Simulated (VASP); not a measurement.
Here is the system:

```yaml
crystal:
  lattice:
    - [1.34995, -2.33818, 0.00000]
    - [1.34995, 2.33818, 0.00000]
    - [0.00000, 0.00000, 4.25653]
  atoms:
    - { symbol: Ru, position: [0.33333, 0.66667, 0.25000] }
    - { symbol: Ru, position: [0.66667, 0.33333, 0.75000] }
```

All values below come from PBE GGA with D3 dispersion (zero damping), VASP's PBE PAW potentials (set 64) (plane waves; VASP). Settings: 520 eV cut-off, Gaussian smearing of 0.050 eV, potentials Ru_pv.

Q: Give the energies of bands 7 to 17 at the high-symmetry points, in eV from the Fermi level.

A: 
```
band      Γ      M      K      A      L      H
----  -----  -----  -----  -----  -----  -----
7     -8.06  -6.25  -5.69  -6.11  -6.14  -4.77
8     -6.29  -5.59  -4.39  -6.11  -6.14  -4.77
9     -2.65  -5.44  -4.39  -2.83  -4.59  -4.18
10    -2.65  -3.10  -3.84  -2.83  -4.59  -4.18
11    -2.43  -2.09  -2.88  -2.83  -1.10  -2.76
12    -1.95  -1.83  -2.88  -2.83  -1.10  -2.76
13    -1.95  -1.53  -1.08  -2.73   0.45  -1.21
14    -1.45   1.42   1.03  -2.73   0.45  -1.21
15    -1.45   1.85   1.03   0.55   1.68   1.23
16     1.19   1.96   1.49   0.55   1.68   1.23
17     1.19   4.11   7.06   0.55   3.43   8.52
```

It has no gap at this level: it comes out as a metal or semimetal.

The compound is Ru in the hcp structure. It was relaxed first.
